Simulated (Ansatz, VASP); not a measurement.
# Cross-check of ZnH90C45S9N2O33F4 between VASP and Ansatz

One calculation is typed for both programs; each brings its own data sets. How far apart do they land? The cell is taken from a series of runs on this material, whose earlier steps may have relaxed, scaled, displaced or heated it; both programs get it as it stands.

Method: plane waves, with VASP 6.6.1 beside it; PBE with D3(BJ), in Ansatz 0.2.0.

**1. The structure**

The cell holds 184 atoms: 45 C, 33 O, 90 H, 9 S, 2 N, 4 F and 1 Zn. Cell: a = 13.278 Å, b = 13.278 Å, c = 13.278 Å, α = 90.0°, β = 90.0°, γ = 90.0°.

**2. VASP: single point, PBE with D3(BJ)**

With cell and atoms fixed, the geometry can't cause a difference; cores, projectors, grids and the points listed under the comparison can.

Lines of VASP's logs that name or quote its potential files are left out, and so is its time.

Input file INCAR:

```
SYSTEM = ZnH90C45S9N2O33F4
PREC = Accurate
ENCUT = 600
EDIFF = 1E-06
NELM = 120
ISMEAR = -1
SIGMA = 0.05
LREAL = Auto
ALGO = Normal
GGA = PE
IVDW = 12
NBANDS = 414
LORBIT = 11
LWAVE = .FALSE.
LCHARG = .FALSE.
ISIF = 2
LASPH = .TRUE.
GGA_COMPAT = .FALSE.
EFERMI = MIDGAP
```

Input file POSCAR:

```
ZnH90C45S9N2O33F4
1.0
   13.2782800000      0.0000000000      0.0000000000
    0.0000000000     13.2782800000      0.0000000000
    0.0000000000      0.0000000000     13.2782800000
C O H S N F Zn
45 33 90 9 2 4 1
Direct
    0.4686700000      0.3344100000      0.5789100000
    0.4863000000      0.2668500000      0.4866600000
    0.4567400000      0.1042200000      0.5368300000
    0.4630200000      0.9329200000      0.5900700000
    0.3863100000      0.9256400000      0.6752600000
    0.4416200000      0.5469600000      0.2903500000
    0.3441900000      0.4911700000      0.2698800000
    0.1861000000      0.4497700000      0.3366600000
    0.0342200000      0.4001200000      0.4184200000
    0.9462400000      0.4661400000      0.4078400000
    0.6268300000      0.5975600000      0.5972000000
    0.7166700000      0.5629300000      0.6656300000
    0.8909700000      0.5901900000      0.6846900000
    0.0668900000      0.6237100000      0.6654600000
    0.0912900000      0.6793300000      0.7627000000
    0.4276400000      0.8415500000      0.2728800000
    0.3587100000      0.8276300000      0.1819500000
    0.1855200000      0.7701900000      0.1814700000
    0.0277800000      0.7177600000      0.2064000000
    0.9275200000      0.7172700000      0.2719900000
    0.4964400000      0.1264900000      0.8523600000
    0.6053300000      0.1584300000      0.8803600000
    0.7111100000      0.0631700000      0.7761900000
    0.8219400000      0.9769900000      0.6557700000
    0.7857400000      0.9414300000      0.5580200000
    0.9423000000      0.3935800000      0.9549600000
    0.8275600000      0.3829300000      0.9463000000
    0.7972400000      0.3363100000      0.0448200000
    0.8558400000      0.3870600000      0.1349600000
    0.0333600000      0.9986600000      0.3287200000
[... 148 atom lines left out ...]
    0.4640900000      0.1721100000      0.2490100000
    0.7729800000      0.0422400000      0.0734900000
    0.7217000000      0.8981100000      0.2731800000
    0.3154900000      0.0553100000      0.2622500000
    0.5796300000      0.1782400000      0.1136100000
    0.1481700000      0.2669600000      0.1632200000
```

Input file KPOINTS:

```
Automatic mesh
0
Gamma
1 1 1
0 0 0
```

PAW data sets: C, O, H, S, N, F and Zn (PBE family, release 64).

Started as:

```
$ export OMP_NUM_THREADS=3
$ mpirun -np 1 vasp_gam
```

Numbers of over 12 decimals in the logs are rounded to 6 here.

Log:

```text
[banner, memory and clock lines left out]
running    1 mpi-ranks, on    1 nodes
[...]
Offloading initialized ...    1 GPUs detected
[...]
LDA part: xc-table for (Slater+PW92), standard interpolation
 POSCAR, INCAR and KPOINTS ok, starting setup
[...]
entering main loop
       N       E                     dE             d eps       ncg     rms          rms(c)
DAV:   1     0.534760358051E+04    0.53476E+04   -0.32002E+05   828   0.143E+03
DAV:   2    -0.446389518895E+03   -0.57940E+04   -0.54838E+04  1036   0.329E+02
DAV:   3    -0.111444840691E+04   -0.66806E+03   -0.66190E+03  1010   0.122E+02
DAV:   4    -0.113384720866E+04   -0.19399E+02   -0.19290E+02  1040   0.238E+01
[...]
DAV:  20    -0.102047411346E+04    0.55570E-05   -0.82108E-06  1088   0.939E-03    0.430E-03
DAV:  21    -0.102047411114E+04    0.23180E-05   -0.27931E-06   848   0.592E-03    0.287E-03
DAV:  22    -0.102047411060E+04    0.54359E-06   -0.10450E-06   720   0.402E-03
   1 F= -.10303001E+04 E0= -.10303001E+04  d E =-.369109E-19
```

OUTCAR, selected parts (step 2):

```text
  FREE ENERGIE OF THE ION-ELECTRON SYSTEM (eV)
  ---------------------------------------------------
  free  energy   TOTEN  =     -1030.3001168601 eV

  energy  without entropy=    -1030.3001168601  energy(sigma->0) =    -1030.30011686
```

The run ends at a pressure of 2.46 GPa, with forces up to 6.8 eV/Å.

**3. Ansatz: single point, PBE with D3(BJ)**

Ansatz runs on its default PAW (the set named soft_2) files.

The same cell, functional, mesh and smearing now go to Ansatz, which takes its cutoff from its data sets.

Input file input.yaml:

```yaml
crystal:
  lattice:
    - [13.27828, 0.0, 0.0]
    - [0.0, 13.27828, 0.0]
    - [0.0, 0.0, 13.27828]
  atoms:
    - { symbol: C, position: [0.46867, 0.33441, 0.57891] }
    - { symbol: C, position: [0.4863, 0.26685, 0.48666] }
    - { symbol: O, position: [0.52426, 0.17102, 0.51244] }
    - { symbol: C, position: [0.45674, 0.10422, 0.53683] }
    - { symbol: O, position: [0.36833, 0.10374, 0.51182] }
    - { symbol: O, position: [0.50886, 0.02464, 0.5916] }
    - { symbol: C, position: [0.46302, 0.93292, 0.59007] }
    - { symbol: C, position: [0.38631, 0.92564, 0.67526] }
    - { symbol: H, position: [0.53651, 0.33376, 0.62557] }
    - { symbol: H, position: [0.40438, 0.29523, 0.61856] }
    - { symbol: H, position: [0.45211, 0.4141, 0.56525] }
    - { symbol: H, position: [0.54309, 0.30895, 0.44104] }
    - { symbol: H, position: [0.42234, 0.26662, 0.43234] }
    - { symbol: H, position: [0.42536, 0.91939, 0.52064] }
    - { symbol: H, position: [0.52153, 0.88159, 0.59823] }
    - { symbol: H, position: [0.33538, 0.98641, 0.67505] }
    - { symbol: H, position: [0.43067, 0.92063, 0.7407] }
    - { symbol: H, position: [0.33746, 0.86037, 0.67164] }
    - { symbol: C, position: [0.44162, 0.54696, 0.29035] }
    - { symbol: C, position: [0.34419, 0.49117, 0.26988] }
    - { symbol: O, position: [0.26446, 0.51711, 0.34184] }
    - { symbol: C, position: [0.1861, 0.44977, 0.33666] }
    - { symbol: O, position: [0.17756, 0.38164, 0.27486] }
    - { symbol: O, position: [0.12216, 0.46304, 0.41569] }
    - { symbol: C, position: [0.03422, 0.40012, 0.41842] }
    - { symbol: C, position: [0.94624, 0.46614, 0.40784] }
    - { symbol: H, position: [0.47836, 0.52232, 0.36367] }
    - { symbol: H, position: [0.42457, 0.62775, 0.30245] }
    - { symbol: H, position: [0.49387, 0.53544, 0.23014] }
    - { symbol: H, position: [0.35106, 0.41194, 0.26652] }
    - { symbol: H, position: [0.31029, 0.5103, 0.19976] }
    - { symbol: H, position: [0.03241, 0.34036, 0.36445] }
    - { symbol: H, position: [0.03446, 0.3664, 0.49109] }
    - { symbol: H, position: [0.87511, 0.41683, 0.4237] }
    - { symbol: H, position: [0.94762, 0.50553, 0.33576] }
    - { symbol: H, position: [0.94396, 0.52137, 0.46051] }
    - { symbol: C, position: [0.62683, 0.59756, 0.5972] }
    - { symbol: C, position: [0.71667, 0.56293, 0.66563] }
    - { symbol: O, position: [0.80119, 0.62896, 0.65725] }
    - { symbol: C, position: [0.89097, 0.59019, 0.68469] }
    - { symbol: O, position: [0.90474, 0.51567, 0.73863] }
    - { symbol: O, position: [0.96559, 0.64925, 0.64617] }
    - { symbol: C, position: [0.06689, 0.62371, 0.66546] }
    - { symbol: C, position: [0.09129, 0.67933, 0.7627] }
    - { symbol: H, position: [0.64861, 0.60515, 0.52248] }
    - { symbol: H, position: [0.61264, 0.67335, 0.61759] }
    - { symbol: H, position: [0.55563, 0.55675, 0.60285] }
    - { symbol: H, position: [0.73779, 0.48804, 0.64725] }
    - { symbol: H, position: [0.69196, 0.56284, 0.74234] }
    - { symbol: H, position: [0.07649, 0.54267, 0.68407] }
    - { symbol: H, position: [0.10471, 0.652, 0.60119] }
    - { symbol: H, position: [0.04299, 0.65964, 0.82323] }
    - { symbol: H, position: [0.08695, 0.76154, 0.75965] }
    - { symbol: H, position: [0.1616, 0.65423, 0.78835] }
    - { symbol: C, position: [0.42764, 0.84155, 0.27288] }
    - { symbol: C, position: [0.35871, 0.82763, 0.18195] }
    - { symbol: O, position: [0.25547, 0.84048, 0.21525] }
    - { symbol: C, position: [0.18552, 0.77019, 0.18147] }
    - { symbol: O, position: [0.19642, 0.72038, 0.10316] }
    - { symbol: O, position: [0.10529, 0.77612, 0.24417] }
    - { symbol: C, position: [0.02778, 0.71776, 0.2064] }
    - { symbol: C, position: [0.92752, 0.71727, 0.27199] }
[... 10 lines left out ...]
    - { symbol: C, position: [0.49644, 0.12649, 0.85236] }
    - { symbol: C, position: [0.60533, 0.15843, 0.88036] }
    - { symbol: O, position: [0.67184, 0.15338, 0.79598] }
    - { symbol: C, position: [0.71111, 0.06317, 0.77619] }
    - { symbol: O, position: [0.71258, 0.99814, 0.84022] }
    - { symbol: O, position: [0.76596, 0.06691, 0.69086] }
    - { symbol: C, position: [0.82194, 0.97699, 0.65577] }
    - { symbol: C, position: [0.78574, 0.94143, 0.55802] }
[... 10 lines left out ...]
    - { symbol: O, position: [0.04084, 0.33632, 0.121] }
    - { symbol: S, position: [0.9717, 0.41511, 0.08586] }
    - { symbol: O, position: [0.99512, 0.51817, 0.10501] }
    - { symbol: C, position: [0.9423, 0.39358, 0.95496] }
    - { symbol: C, position: [0.82756, 0.38293, 0.9463] }
    - { symbol: C, position: [0.79724, 0.33631, 0.04482] }
    - { symbol: C, position: [0.85584, 0.38706, 0.13496] }
[... 8 lines left out ...]
    - { symbol: O, position: [0.0908, 0.18112, 0.25103] }
    - { symbol: S, position: [0.04515, 0.13142, 0.34103] }
    - { symbol: O, position: [0.96122, 0.17866, 0.39605] }
    - { symbol: C, position: [0.03336, 0.99866, 0.32872] }
[... 11 lines left out ...]
    - { symbol: O, position: [0.22991, 0.13684, 0.87848] }
    - { symbol: S, position: [0.15653, 0.12559, 0.9608] }
    - { symbol: O, position: [0.15691, 0.18634, 0.05192] }
[... 12 lines left out ...]
    - { symbol: O, position: [0.54365, 0.67614, 0.86659] }
    - { symbol: S, position: [0.5654, 0.69898, 0.9687] }
    - { symbol: O, position: [0.49208, 0.67071, 0.04647] }
    - { symbol: C, position: [0.67224, 0.63219, 0.99822] }
    - { symbol: C, position: [0.75233, 0.71485, 0.98188] }
    - { symbol: C, position: [0.71154, 0.8051, 0.03134] }
    - { symbol: C, position: [0.60646, 0.82009, 0.98588] }
[... 8 lines left out ...]
    - { symbol: O, position: [0.23669, 0.36371, 0.07345] }
    - { symbol: S, position: [0.24412, 0.3808, 0.96535] }
    - { symbol: O, position: [0.1646, 0.35556, 0.89645] }
    - { symbol: C, position: [0.26313, 0.5112, 0.94901] }
    - { symbol: C, position: [0.3537, 0.5134, 0.87859] }
    - { symbol: C, position: [0.42023, 0.42864, 0.90185] }
    - { symbol: C, position: [0.35957, 0.33764, 0.91] }
    - { symbol: H, position: [0.19601, 0.5445, 0.90759] }
    - { symbol: H, position: [0.26496, 0.54955, 0.0213] }
    - { symbol: H, position: [0.38948, 0.58478, 0.88301] }
    - { symbol: H, position: [0.33037, 0.50854, 0.79983] }
    - { symbol: H, position: [0.48279, 0.42913, 0.85876] }
    - { symbol: H, position: [0.4517, 0.44391, 0.97808] }
    - { symbol: H, position: [0.39671, 0.27262, 0.94434] }
    - { symbol: H, position: [0.34474, 0.30522, 0.83421] }
    - { symbol: "N", position: [0.73221, 0.08874, 0.25053] }
    - { symbol: S, position: [0.82252, 0.05691, 0.18098] }
    - { symbol: O, position: [0.86676, 0.95568, 0.18768] }
    - { symbol: O, position: [0.89737, 0.13157, 0.16216] }
    - { symbol: F, position: [0.77298, 0.04224, 0.07349] }
    - { symbol: S, position: [0.65762, 0.99813, 0.25541] }
    - { symbol: O, position: [0.59329, 0.99416, 0.34666] }
    - { symbol: O, position: [0.60017, 0.97899, 0.16501] }
    - { symbol: F, position: [0.7217, 0.89811, 0.27318] }
    - { symbol: "N", position: [0.46409, 0.17211, 0.24901] }
    - { symbol: S, position: [0.35918, 0.14766, 0.20234] }
    - { symbol: O, position: [0.36556, 0.10844, 0.10332] }
    - { symbol: O, position: [0.27682, 0.2158, 0.21389] }
    - { symbol: F, position: [0.31549, 0.05531, 0.26225] }
    - { symbol: S, position: [0.52155, 0.25219, 0.18669] }
    - { symbol: O, position: [0.46904, 0.31724, 0.11693] }
    - { symbol: O, position: [0.60222, 0.30574, 0.23713] }
    - { symbol: F, position: [0.57963, 0.17824, 0.11361] }
    - { symbol: Zn, position: [0.14817, 0.26696, 0.16322] }
kpoints:
  mp_grid: { grid: [1, 1, 1] }
hamiltonian:
  xc: pbe
  dispersion: d3bj
scf:
  occupations: { method: fermi_dirac, width: 0.05 }
output:
  forces: true
  stress: true
  populations: true
  dos:
    method: { smearing: { sigma: 0.15 } }
    de: 0.1
    projected: { site_lists: { C: [C], F: [F], H: [H], "N": ["N"], O: [O] } }
  eigenvalues: true
  write_density: true
  write_potential: true
  volumetric_format: npy
  elf: true
```

Started as:

```
$ ansatz run input.yaml --threads 8 --pin off --max-ram 15872MiB --backend cpu --events-out ev --progress --plain --runs-dir out
```

Log:

```text
Engine: ansatz 0.2.0, x86_64-unknown-linux-gnu
Pseudopotentials: kind: paw
Pseudopotential: C, paw, valence charge 4, recommended cutoff 420 eV (normal), C.paw.azcp
Pseudopotential: O, paw, valence charge 6, recommended cutoff 420 eV (normal), O.paw.azcp
Pseudopotential: H, paw, valence charge 1, recommended cutoff 420 eV (normal), H.paw.azcp
Pseudopotential: S, paw, valence charge 6, recommended cutoff 420 eV (normal), S.paw.azcp
Pseudopotential: N, paw, valence charge 5, recommended cutoff 420 eV (normal), N.paw.azcp
Pseudopotential: F, paw, valence charge 7, recommended cutoff 420 eV (normal), F.paw.azcp
Pseudopotential: Zn, paw, valence charge 12, recommended cutoff 420 eV (normal), Zn.paw.azcp
Functional definition: PBE
  parameter kappa = 0.804
  parameter beta = 0.066725
  exchange = pbe_x(kappa = kappa, mu = beta*pi^2/3)
  correlation = pbe_c(beta = beta)
Crystal: 184 atoms, lattice volume = 2341.130 Å³
Basis set: ecut = 420 eV, 45817 PW (Γ), exchange–correlation on 180×180×180 points (8 copies of the dense FFT grid, shifted against one another)
Bands: 470, of which v1, the nominal top of the filled ones, is band 286 counted from 1 (285 counted from 0)
Symmetry: 1 space group operations
Space group: P1 (ITA 1), of the structure as read, at distance tolerance 1.3e-4 Å
k-points: 1
Non-local potential: C, projectors of the file, l = 0: 2, l = 1: 2, l = 2: 1
Non-local potential: O, projectors of the file, l = 0: 2, l = 1: 2, l = 2: 1
Non-local potential: H, projectors of the file, l = 0: 2, l = 1: 1
Non-local potential: S, projectors of the file, l = 0: 2, l = 1: 2, l = 2: 2
Non-local potential: N, projectors of the file, l = 0: 2, l = 1: 2, l = 2: 1
Non-local potential: F, projectors of the file, l = 0: 2, l = 1: 2, l = 2: 1
Non-local potential: Zn, projectors of the file, l = 0: 2, l = 1: 2, l = 2: 3, l = 3: 1
PAW form: soft (Blöchl's): semilocal exchange-correlation on the pseudo side does not see the compensation charge
PAW one-centre angular grid: C, 110 points (default); XC on 64 Gauss nodes
PAW one-centre angular grid: O, 110 points (default); XC on 64 Gauss nodes
PAW one-centre angular grid: H, 110 points (default); XC on 64 Gauss nodes
PAW one-centre angular grid: S, 110 points (default); XC on 64 Gauss nodes
PAW one-centre angular grid: N, 110 points (default); XC on 64 Gauss nodes
PAW one-centre angular grid: F, 110 points (default); XC on 64 Gauss nodes
PAW one-centre angular grid: Zn, 590 points (default); XC on 64 Gauss nodes
Initial density: superposition of atomic densities (neutral atoms: chi_scale 0, normalization atom), corrected by the library's trained network
Initial wavefunctions: pseudopotential atomic-orbital guess
Functional: x = pbe(κ = 0.804, μ = 0.219515), c = pbe(β = 0.066725)
SCF iter   1: F=—  HF=-46877.073441 eV  |F-HF|=—  |Δ(HF+E_count)|=         —  Δρ=5.28e-3  dr2=1.03e0  ethr=1.77e-3  ⟨swp⟩=6.0  Hψ=2282  notcnv=0  defer=83
preconditioner: auto → Resta (q_TF=auto, 2.157 Å⁻¹)  ε∞=2.4  [insulator: Δε(μ)=4.443 eV  Ē_g=15.309 eV  σ=0.050 eV  W_gap=1.00  n_scr=388 (ndim 8)  ℏωp=17.9 eV  f_vac=0.347  D(μ)=0.00/eV (n_scr^D=0)  ε∞_Penn≈2.4]
SCF iter   2: F=—  HF=-46876.799407 eV  |F-HF|=—  |Δ(HF+E_count)|=   2.74e-1  Δρ=2.84e-3  dr2=2.26e-1  ethr=1.80e-4  ⟨swp⟩=2.0  Hψ=808  notcnv=0  defer=180
SCF iter   3: F=—  HF=-46876.780362 eV  |F-HF|=—  |Δ(HF+E_count)|=   1.90e-2  Δρ=1.39e-3  dr2=7.41e-2  ethr=3.95e-5  ⟨swp⟩=2.0  Hψ=576  notcnv=0  defer=180
SCF iter   4: F=—  HF=-46876.768298 eV  |F-HF|=—  |Δ(HF+E_count)|=   1.21e-2  Δρ=5.70e-4  dr2=1.06e-2  ethr=1.30e-5  ⟨swp⟩=2.0  Hψ=575  notcnv=0  defer=180
SCF iter   5: F=—  HF=-46876.766529 eV  |F-HF|=—  |Δ(HF+E_count)|=   1.77e-3  Δρ=3.46e-4  dr2=3.04e-3  ethr=1.86e-6  ⟨swp⟩=2.0  Hψ=832  notcnv=0  defer=175
SCF iter   6: F=—  HF=-46876.765889 eV  |F-HF|=—  |Δ(HF+E_count)|=   6.40e-4  Δρ=1.37e-4  dr2=4.67e-4  ethr=5.31e-7  ⟨swp⟩=2.0  Hψ=576  notcnv=0  defer=175
SCF iter   7: F=—  HF=-46876.765792 eV  |F-HF|=—  |Δ(HF+E_count)|=   9.76e-5  Δρ=3.59e-5  dr2=4.18e-5  ethr=8.16e-8  ⟨swp⟩=2.0  Hψ=573  notcnv=0  defer=175
SCF iter   8: F=—  HF=-46876.766554 eV  |F-HF|=—  |Δ(HF+E_count)|=   7.62e-4  Δρ=2.58e-5  dr2=1.53e-5  ethr=7.30e-9  ⟨swp⟩=2.0  Hψ=577  notcnv=0  defer=175
SCF iter   9: F=—  HF=-46876.766551 eV  |F-HF|=—  |Δ(HF+E_count)|=   2.77e-6  Δρ=8.00e-6  dr2=1.74e-6  ethr=2.67e-9  ⟨swp⟩=2.0  Hψ=577  notcnv=0  defer=175
SCF iter  10: F=—  HF=-46876.766551 eV  |F-HF|=—  |Δ(HF+E_count)|=   5.73e-8  Δρ=3.37e-6  dr2=3.17e-7  ethr=3.04e-10  ⟨swp⟩=2.0  Hψ=741  notcnv=0  defer=175
SCF iter  11: F=-46876.766551 eV  HF=-46876.766551 eV  |F-HF|=1.26e-8  |Δ(HF+E_count)|=   5.75e-9  Δρ=1.44e-6  dr2=5.59e-8  ethr=1.75e-11  ⟨swp⟩=20.0  Hψ=4207  notcnv=0
SCF 1 converged in 11 iterations: F = -46876.766551 eV  dr2 = 5.59e-8
[...]
--- Löwdin populations: 184 sites ---
  site symbol       q [e]
     0      C      4.4662
     1      C      4.0530
     2      O      6.2063
     3      C      3.2936
     4      O      6.4311
     5      O      6.2987
     6      C      4.0602
     7      C      4.5053
     8      H      0.7979
     9      H      0.8203
    10      H      0.8016
    11      H      0.7847
    12      H      0.8155
    13      H      0.8099
    14      H      0.7775
    15      H      0.7852
    16      H      0.7952
    17      H      0.8011
    18      C      4.4423
    19      C      4.0578
    20      O      6.2777
    21      C      3.2868
    22      O      6.4821
    23      O      6.2704
[...]
176      O      6.7413
   177      O      6.7930
   178      F      7.3833
   179      S      3.5830
   180      O      6.7448
   181      O      6.7209
   182      F      7.4081
   183     Zn     10.3999
  spilling = 0.016682 (of n_electrons = 572.000000)
```

In the SCF lines HF is the Harris–Foulkes energy and dr2 the Hartree energy of the density residual, in eV; the loop may stop once dr2 is under the threshold and the program's other checks hold. Hψ counts applications of the Hamiltonian.

**4. Differences**

Known differences besides the potentials themselves: the cutoff is 420 eV in Ansatz and 600 eV in VASP (PREC = Accurate, projectors in real space). Total energies have different zeros and are not compared.

Both answers:

```
              quantity  Ansatz   VASP  difference
        pressure (GPa)    2.68   2.46       +0.22
gap on the k mesh (eV)   4.630  4.653      -0.023
```

Forces on 10 of the 184 atoms, those with the largest forces and the largest differences (eV/Å; atoms numbered as in POSCAR):

```csv
atom,"Ansatz x, y, z","VASP x, y, z"
C19,"-2.458, -4.011, -0.788","-2.610, -4.094, -0.811"
C44,"-0.177, 1.073, 3.917","-0.142, 1.074, 3.907"
O47,"0.523, -0.312, 0.594","0.082, -0.318, 0.472"
O48,"0.168, 4.353, -1.556","0.257, 4.448, -1.529"
O59,"-0.218, -1.604, -0.218","-0.214, -1.948, 0.115"
O63,"-2.313, -2.518, 2.240","-2.450, -2.679, 2.498"
O76,"0.559, 1.720, 1.743","0.935, 1.414, 1.721"
S172,"-2.275, -1.694, 2.869","-2.406, -1.808, 2.627"
S175,"-5.778, -2.260, 2.814","-5.927, -2.089, 2.681"
S177,"2.869, 2.747, -1.600","2.755, 2.938, -1.486"
```

The forces differ by 89 meV/Å r.m.s., which is 8.1 % of the r.m.s. force of 1.096 eV/Å (both taken over all components). A gap on the mesh is an upper bound, since the band edges may lie between its points.

**5. Summary of results**

```yaml
r_m_s_force_difference_single_point_pbe_with_d3_bj: 8.1 % of the r.m.s. force
```

**Reading.** The r.m.s. force difference is 8.1 % of the r.m.s. force (single point, PBE with D3(BJ)), beyond the 3 % picked in this series as the mark of a large difference. What causes the difference of the single point, PBE with D3(BJ) pair stays open here. Such differences can come from data sets, numerical settings and the points named under the comparisons, not from the functional's error against experiment.

[Lines on the potential files, build, host, timing and source positions are cut from VASP's logs without a mark.]

[Logs are printed without paths, hosts, clocks, repeated set-up lines and the standing remarks that a program may print on its own settings, such as how far it seeks lower states.]

[Hosts, paths, dates, database ids (printed as entryN), source tags and the programs' standing remarks are cut or masked in the printed files.]
